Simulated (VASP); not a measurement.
These are PBEsol GGA, VASP's PBE PAW potentials (set 64) (plane waves; VASP 6.6.1) values and carry that method's errors.

Input for VASP

File POSCAR:
```
Tm
1
   -1.9608760000     1.9608760000     1.9608760000
    1.9608760000    -1.9608760000     1.9608760000
    1.9608760000     1.9608760000    -1.9608760000
Tm
1
Direct
  0.0000000000   0.0000000000   0.0000000000
```

KPOINTS:
```
Automatic mesh
0
Gamma
12 12 12
0 0 0
```

### INCAR
```
SYSTEM  =  Tm
PREC  =  Accurate; ENCUT  =  400; LREAL  =  .FALSE.
LASPH  =  .TRUE.
EDIFF  =  1E-6; NELM  =  100; ALGO  =  Normal
LMAXMIX  =  6
ISMEAR  =  1; SIGMA  =  0.1
GGA  =  PS
IBRION  =  2; NSW  =  60; ISIF  =  3
EDIFFG  =  -0.01
LWAVE  =  .FALSE.; LCHARG  =  .FALSE.
```

POTCAR, in this order: Tm_3 (PBE.64 set). Program: vasp_std.

The run wrote:

File OUTCAR:
```
 ion  position               nearest neighbor table
   1  0.000  0.000  0.000-
  LATTYP: Found a body centered cubic cell.
 ALAT       =     3.9217520000
 Subroutine PRICEL returns:
 Original cell was already a primitive cell.
 Subroutine GETGRP returns: Found 48 space group operations
The static configuration has the point symmetry O_h .
The dynamic configuration has the point symmetry O_h .
 Subroutine INISYM returns: Found 48 space group operations
 Subroutine IBZKPT returns following result:
 Found     72 irreducible k-points:

 Following reciprocal coordinates:
            Coordinates               Weight
  0.000000  0.000000  0.000000      1.000000
  0.083333  0.000000  0.000000     12.000000
  0.166667  0.000000  0.000000     12.000000
  0.250000  0.000000  0.000000     12.000000
  0.333333  0.000000  0.000000     12.000000
  0.416667  0.000000  0.000000     12.000000
  0.500000  0.000000  0.000000      6.000000
  0.083333  0.083333  0.000000     24.000000
  0.166667  0.083333  0.000000     48.000000
  0.250000  0.083333 -0.000000     48.000000
...
```

**OSZICAR**
```
       N       E                     dE             d eps       ncg     rms          rms(c)
DAV:   1     0.346295173690E+01    0.34630E+01   -0.42572E+03  1232   0.812E+02
DAV:   2    -0.445226689223E+01   -0.79152E+01   -0.75548E+01  1520   0.905E+01
DAV:   3    -0.474710143340E+01   -0.29483E+00   -0.26365E+00  1632   0.105E+01
DAV:   4    -0.475001856715E+01   -0.29171E-02   -0.28971E-02  1736   0.922E-01
DAV:   5    -0.475002346531E+01   -0.48982E-05   -0.48978E-05  1632   0.396E-02    0.172E+01
DAV:   6    -0.474045965127E+01    0.95638E-02   -0.23570E-02  1792   0.177E+00    0.102E+01
DAV:   7    -0.474353180585E+01   -0.30722E-02   -0.38324E-02  1776   0.223E+00    0.236E-01
DAV:   8    -0.474326320047E+01    0.26861E-03   -0.14799E-03  1752   0.396E-01    0.274E-02
DAV:   9    -0.474326550561E+01   -0.23051E-05   -0.24126E-05  1456   0.512E-02    0.116E-02
DAV:  10    -0.474326303104E+01    0.24746E-05   -0.38725E-06  1632   0.217E-02    0.608E-03
DAV:  11    -0.474326309410E+01   -0.63052E-07   -0.13789E-07   672   0.407E-03
   1 F= -.47432631E+01 E0= -.47436028E+01  d E =-.474326E+01
       N       E                     dE             d eps       ncg     rms          rms(c)
DAV:   1    -0.483714887123E+01   -0.93886E-01   -0.18828E+00  1152   0.174E+01    0.173E+00
DAV:   2    -0.477392812025E+01    0.63221E-01   -0.71285E-02  1680   0.324E+00    0.820E-01
DAV:   3    -0.475026454501E+01    0.23664E-01   -0.71984E-02  1768   0.312E+00    0.296E-01
DAV:   4    -0.475043858304E+01   -0.17404E-03   -0.10320E-03  1192   0.293E-01    0.665E-02
DAV:   5    -0.475042122707E+01    0.17356E-04   -0.22890E-04  1712   0.194E-01    0.179E-02
DAV:   6    -0.475041730599E+01    0.39211E-05   -0.24921E-06  1144   0.155E-02    0.650E-03
DAV:   7    -0.475041537631E+01    0.19297E-05   -0.33124E-06  1488   0.219E-02    0.137E-03
DAV:   8    -0.475041540860E+01   -0.32294E-07   -0.46306E-08   616   0.272E-03
   2 F= -.47504154E+01 E0= -.47508205E+01  d E =-.715231E-02
       N       E                     dE             d eps       ncg     rms          rms(c)
DAV:   1    -0.475271521038E+01   -0.22998E-02   -0.44629E-02  1168   0.266E+00    0.269E-01
DAV:   2    -0.475121776753E+01    0.14974E-02   -0.17808E-03  1656   0.510E-01    0.125E-01
DAV:   3    -0.475066626518E+01    0.55150E-03   -0.16997E-03  1768   0.478E-01    0.429E-02
DAV:   4    -0.475066839429E+01   -0.21291E-05   -0.18355E-05  1200   0.403E-02    0.133E-02
DAV:   5    -0.475066824165E+01    0.15263E-06   -0.52476E-06  1728   0.260E-02
   3 F= -.47506682E+01 E0= -.47510467E+01  d E =-.740515E-02
```

File OUTCAR:
```
------------------------ aborting loop because EDIFF is reached ----------------------------------------
  FORCE on cell =-STRESS in cart. coord.  units (eV):
  Direction    XX          YY          ZZ          XY          YZ          ZX
  --------------------------------------------------------------------------------------
  Total        0.0031857      0.0031857      0.0031857     -0.0000000      0.0000000      0.0000000
  in kB        0.1766081      0.1766081      0.1766081     -0.0000000      0.0000000      0.0000000
  external PRESSURE =       0.1766081 kB  Pullay stress =       0.0000000 kB
  volume of cell :       28.90
      direct lattice vectors                 reciprocal lattice vectors
    -1.933229106  1.933229106  1.933229106     0.000000000  0.258634633  0.258634633
     1.933229106 -1.933229106  1.933229106     0.258634633  0.000000000  0.258634633
     1.933229106  1.933229106 -1.933229106     0.258634633  0.258634633  0.000000000
 POSITION                                       TOTAL-FORCE (eV/Angst)
 -----------------------------------------------------------------------------------
      0.00000      0.00000      0.00000        -0.000000     -0.000000      0.000000
 -----------------------------------------------------------------------------------
    total drift:                                0.000000      0.000000      0.000000
  FREE ENERGIE OF THE ION-ELECTRON SYSTEM (eV)
  ---------------------------------------------------
  free  energy   TOTEN  =        -4.7506682417 eV

  energy  without entropy=       -4.7518037275  energy(sigma->0) =       -4.75104674

 reached required accuracy - stopping structural energy minimisation
```
(Selected blocks of OUTCAR.)

**CONTCAR**
```
Tm
   1.00000000000000
    -1.9332291063343798    1.9332291063343798    1.9332291063343798
     1.9332291063343798   -1.9332291063343798    1.9332291063343798
     1.9332291063343798    1.9332291063343798   -1.9332291063343798
  Tm
     1
Direct
     0.0000000000000000    0.0000000000000000    0.0000000000000000
```

The 4f electrons are frozen in the core of the lanthanide potential, so 4f levels, which can set the real gap, and their magnetism are missing. Energy and stress use the plane-wave basis of the starting cell.

The structure was generated: Tm was put into the bcc type (Im-3m), which need not be its known phase. This run relaxes it. Symmetry was kept, so distortions that lower it aren't found.
